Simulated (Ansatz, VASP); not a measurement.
## WS2: VASP beside Ansatz

Wanted: the spread between two codes on one cell, functional and k mesh. The cell is taken from a series of runs on this material, whose earlier steps may have relaxed, scaled, displaced or heated it; both programs get it as it stands.

Calculated with Ansatz 0.2.0; plane waves, with VASP 6.6.1 beside it; zone-centre phonons at PBEsol.

**1. Starting point**

It takes space group P-6m2 (No. 187, hexagonal). The conventional cell has a = 3.146 Å, b = 3.146 Å, c = 16.954 Å, α = 90.00°, β = 90.00°, γ = 120.00°. Nearest to W lie 6 S at 2.40 Å. Nearest to S lie 3 W at 2.40 Å. Farther neighbours and most contacts between anions are not listed.

**2. Ansatz: zone-centre phonons, PBEsol**

Ansatz runs on its PAW soft_1 files.

Second derivatives magnify differences that forces hide, and they need a tight electronic threshold.

input.yaml

```yaml
crystal:
  lattice:
    - [3.1457748409, 0.0, 0.0]
    - [-1.5728874204, 2.7243209268, 0.0]
    - [0.0, 0.0, 16.9544372557]
  atoms:
    - { symbol: W, position: [0.0, 0.0, 0.0] }
    - { symbol: S, position: [0.3333333333, 0.6666666667, 0.9075830683] }
    - { symbol: S, position: [0.3333333333, 0.6666666667, 0.0924169317] }
kpoints:
  mp_grid: { grid: [12, 12, 2] }
hamiltonian:
  xc: pbesol
  pseudopotentials: { kind: paw, azcp: { folder: soft_1 }, xc_functional: pbe }
scf:
  occupations: { method: fixed }
output:
  eigenvalues: true
phonons:
  method: dfpt
  qmesh: [3, 3, 1]
  temperatures: { t_max: 1000, t_step: 50 }
  qpath:
    path:
      - [[0.0, 0.0, 0.0], [0.5, 0.0, 0.0], [0.33333333, 0.33333333, 0.0], [0.0, 0.0, 0.0], [0.0, 0.0, 0.5], [0.5, 0.0, 0.5], [0.33333333, 0.33333333, 0.5], [0.0, 0.0, 0.5]]
      - [[0.5, 0.0, 0.5], [0.5, 0.0, 0.0]]
      - [[0.33333333, 0.33333333, 0.5], [0.33333333, 0.33333333, 0.0]]
    npoints: 10
```

Launch:

```
> ansatz run input.yaml --threads 4 --pin off --max-ram 10240MiB --backend cpu --events-out ev --progress --plain --runs-dir out
```

Numbers of over 12 decimals in the logs are rounded to 6 here.

The program printed:

```text
Engine: ansatz 0.2.0, aarch64-unknown-linux-gnu
Pseudopotentials: kind: paw
Pseudopotential: W, paw, valence charge 14, recommended cutoff 420 eV (normal), soft_1/W.paw.azcp
Pseudopotential: S, paw, valence charge 6, recommended cutoff 420 eV (normal), soft_1/S.paw.azcp
Functional definition: PBEsol
  exchange = pbesol_x
  correlation = pbesol_c
Crystal: 3 atoms, lattice volume = 145.301 Å³
Basis set: ecut = 420 eV, 2841 PW (Γ), exchange–correlation on 48×48×240 points (8 copies of the dense FFT grid, shifted against one another)
Bands: 17, of which v1, the nominal top of the filled ones, is band 13 counted from 1 (12 counted from 0)
Symmetry: 12 space group operations
k-points: 38 of 288 (time reversal used)
Non-local potential: W, projectors of the file, l = 0: 3, l = 1: 2, l = 2: 2, l = 3: 1
Non-local potential: S, projectors of the file, l = 0: 2, l = 1: 2, l = 2: 1
PAW form: soft (Blöchl's): semilocal exchange-correlation on the pseudo side does not see the compensation charge
PAW frozen core: W, regenerated for the run's functional, and the local potential with it (the file was generated under x = pbe(κ = 0.804, μ = 0.219515), c = pbe(β = 0.066725))
PAW frozen core: S, regenerated for the run's functional, and the local potential with it (the file was generated under x = pbe(κ = 0.804, μ = 0.219515), c = pbe(β = 0.066725))
PAW one-centre angular grid: W, 590 points (default); XC on 64 Gauss nodes
PAW one-centre angular grid: S, 110 points (default); XC on 64 Gauss nodes
Initial density: superposition of atomic densities (neutral atoms: chi_scale 0, normalization atom)
Initial wavefunctions: pseudopotential atomic-orbital guess
Functional: x = pbesol(κ = 0.804, μ = 0.123457), c = pbesol(β = 0.046)
SCF iter   1: F=—  HF=-12030.509014 eV  |F-HF|=—  |Δ(HF+E_count)|=         —  Δρ=2.74e-2  dr2=1.28e0  ethr=3.10e-3  ⟨swp⟩=5.4  Hψ=3781  notcnv=0  defer=49
preconditioner: auto → none  [insulator: Δε(μ)=1.871 eV  Ē_g=9.132 eV  n_scr=10 (ndim 8)  ℏωp=13.1 eV  f_vac=0.599  ε∞_Penn≈3.0]
SCF iter   2: F=—  HF=-12030.095197 eV  |F-HF|=—  |Δ(HF+E_count)|=   4.14e-1  Δρ=1.06e-2  dr2=8.86e-2  ethr=3.10e-3  ⟨swp⟩=3.5  Hψ=1798  notcnv=0  defer=68
SCF iter   3: F=—  HF=-12030.073511 eV  |F-HF|=—  |Δ(HF+E_count)|=   2.17e-2  Δρ=4.65e-3  dr2=1.52e-2  ethr=3.41e-4  ⟨swp⟩=2.2  Hψ=1004  notcnv=0  defer=76
SCF iter   4: F=—  HF=-12030.070247 eV  |F-HF|=—  |Δ(HF+E_count)|=   3.26e-3  Δρ=6.30e-4  dr2=1.41e-3  ethr=5.84e-5  ⟨swp⟩=2.4  Hψ=1043  notcnv=0  defer=76
SCF iter   5: F=—  HF=-12030.070229 eV  |F-HF|=—  |Δ(HF+E_count)|=   1.81e-5  Δρ=5.07e-4  dr2=1.29e-3  ethr=5.43e-6  ⟨swp⟩=3.3  Hψ=1185  notcnv=0  defer=76
SCF iter   6: F=—  HF=-12030.070057 eV  |F-HF|=—  |Δ(HF+E_count)|=   1.72e-4  Δρ=2.14e-4  dr2=2.03e-4  ethr=4.97e-6  ⟨swp⟩=1.3  Hψ=679  notcnv=0  defer=75
SCF iter   7: F=—  HF=-12030.070030 eV  |F-HF|=—  |Δ(HF+E_count)|=   2.63e-5  Δρ=3.77e-5  dr2=2.15e-6  ethr=7.82e-7  ⟨swp⟩=2.1  Hψ=908  notcnv=0  defer=68
SCF iter   8: F=—  HF=-12030.069981 eV  |F-HF|=—  |Δ(HF+E_count)|=   4.95e-5  Δρ=8.30e-6  dr2=2.20e-7  ethr=8.27e-9  ⟨swp⟩=2.8  Hψ=1166  notcnv=0  defer=63
SCF iter   9: F=—  HF=-12030.069981 eV  |F-HF|=—  |Δ(HF+E_count)|=   2.05e-8  Δρ=1.01e-6  dr2=2.11e-9  ethr=8.47e-10  ⟨swp⟩=2.4  Hψ=975  notcnv=0  defer=63
SCF iter  10: F=—  HF=-12030.069981 eV  |F-HF|=—  |Δ(HF+E_count)|=  1.82e-10  Δρ=2.92e-7  dr2=1.33e-10  ethr=8.10e-12  ⟨swp⟩=3.1  Hψ=1302  notcnv=0  defer=63
SCF iter  11: F=—  HF=-12030.069981 eV  |F-HF|=—  |Δ(HF+E_count)|=  5.46e-12  Δρ=5.15e-8  dr2=1.27e-11  ethr=1.00e-12  ⟨swp⟩=2.7  Hψ=1093  notcnv=0  defer=63
SCF iter  12: F=-12030.069981 eV  HF=-12030.069981 eV  |F-HF|=0.00e0  |Δ(HF+E_count)|=    0.00e0  Δρ=1.37e-8  dr2=9.91e-13  ethr=1.00e-12  ⟨swp⟩=11.4  Hψ=4772  notcnv=0
SCF 1 converged in 12 iterations: F = -12030.069981 eV  dr2 = 9.91e-13
  greatest PAW one-centre occupation: 0.999 electrons in one spin orbital (limit 2), on the W atom at site 0 (counted from 0), in its partial waves of l = 0
NSCF: frozen V_eff on 38 k-points
NSCF: frozen V_eff on 86 k-points
DFPT response loops at q = (0, 0, 0) (fractional): preconditioner auto → none (the input reference at scf.mixing.eps_inf says where Resta's filter doesn't serve); β = 0.50; Broyden in place of MSR1
NSCF: frozen V_eff on 312 k-points
DFPT response loops at q = (0, 0.333333, 0) (fractional): mixed as the last ones told, above
NSCF: frozen V_eff on 312 k-points
DFPT response loops at q = (0.333333, 0.333333, 0) (fractional): mixed as the last ones told, above
SCF converged after 12 iterations
Free energy (F): -12030.069981 eV
Harris-Foulkes:  -12030.069981 eV  (|F-HF|=0.00e0)
Internal energy: -12030.069981 eV  (E = F + TS)
E sigma→0 (E₀):  -12030.069981 eV
Fermi energy:    0.366106 eV
--- Per-component energies (eV) ---
  E_band       = -464.504356
  E_kinetic    = 634.950220
  E_local      = -12598.799399  (includes V_loc(G=0)·N_el)
  E_nonlocal   = 46.826206
  E_hartree    = 6016.705882
  E_xc         = -442.735593
  E_vxc        = -397.339606  (∫ρ·V_xc dr)
  E_paw        = -9635.712791  (= ΣΔE_a)
  E_vpaw       = -183.553783  (= ΣTr[D̂ρ^β])
  E_aug_tail   = 0.000155  (compensation charges beyond the density's cutoff)
  E_ewald      = 3948.349583
  E_core_change = 0.345757  (= ΣΔE_core)
  E_smearing   = -0.000000  (= −TS)
  E_closure    = 0.000000  (closes the sum)
  Σ components = -12030.069981   (vs F -12030.069981, Δ=0.00e0)
--- Band table (eV; the first three rows and the last of 38) ---
  k-point 0: bands = [... 9 lower, -1.8163, -1.2038, -1.2038, 0.2405, 3.3566, 3.3566, 3.5339, 3.5339]
  k-point 1: bands = [... 9 lower, -1.8163, -1.2038, -1.2038, 0.2405, 3.3567, 3.3567, 3.5340, 3.5340]
  k-point 2: bands = [... 9 lower, -2.2099, -1.3932, -1.0193, 0.1915, 3.2209, 3.2457, 3.4232, 3.5806]
  k-point 37: bands = [... 9 lower, -3.5328, -2.9426, -2.0343, 0.3661, 2.3034, 3.6712, 4.5334, 6.1357]
--- Phonons (Γ-DFPT): 4 representative perturbations + reference (Σ response iterations 14) ---
  ASR residual: 7.068e-6 → 0.000e0 eV/Å²; symmetrization residual: 4.036e-6 eV/Å²
  ASR residual per site (eV/Å²): 7.07e-6 7.06e-6 7.06e-6
  Γ frequencies (cm⁻¹): 0.00 0.00 0.00 295.33 295.33 355.59 355.59 416.23 437.86
--- Phonons (arbitrary-q DFPT): 3 irreducible q on the 3×3×1 mesh ---
  q = [0.0000, 0.0000, 0.0000] (star 1, of the zone-centre solve; hermiticity 2.41e-7, symmetrization 1.55e-11): -0.00 -0.00 0.00 295.33 295.33 355.59 355.59 416.23 437.86
  q = [0.0000, 0.3333, 0.0000] (star 6, 6 solved perturbations on 156 of 288 k-point pairs; hermiticity 1.59e-7, symmetrization 1.25e-10): 108.75 116.24 165.19 315.61 345.34 347.40 358.84 376.49 407.51
  q = [0.3333, 0.3333, 0.0000] (star 2, 4 solved perturbations in 436 linear systems a pass and spin channel, the states on 156 of 288 k-point pairs; hermiticity 1.43e-7, symmetrization 7.70e-9): 143.90 147.12 183.58 337.36 349.26 352.01 357.17 361.33 392.40
  sum rule: each row above includes the acoustic sum rule's correction from the zone centre's row sums; it moved no ω² by more than (0.24 cm⁻¹)²
  mesh force constants: q→R imaginary residual 0.00e0; ASR residual 7.068e-6 → 0.000e0 eV/Å²; symmetrization residual 2.842e-14 eV/Å²
  interpolated dispersion: 93 rows × 9 modes
  density of states and harmonic sums: on the 24×24×1 q-mesh, interpolated from the force constants of a 3×3×1 supercell (no non-analytic term)
  largest difference from the sums on the solved wave vectors: F 8.43e-2 eV, S 1.13e-4 and C_V 2.83e-5 eV/K
  zero-point energy: 0.156685 eV/cell   skipped modes (ω ≤ 0): 3   left out of the sums: 5.79e-4 of the cell's modes: C_V's classical limit lies that fraction below 3 k_B per atom; for a crystal, a wire or a layer, F and S can be off by more, and a phonons.interpolated_qmesh denser along its periods is the remedy for the sampling
```

[end of part 1 of 2]

[Lines on the potential files, build, host, timing and source positions are cut from VASP's logs without a mark.]

[Logs are printed without paths, hosts, clocks, repeated set-up lines and the standing remarks that a program may print on its own settings, such as how far it seeks lower states.]

[Hosts, paths, dates, database ids (printed as entryN), source tags and the programs' standing remarks are cut or masked in the printed files.]
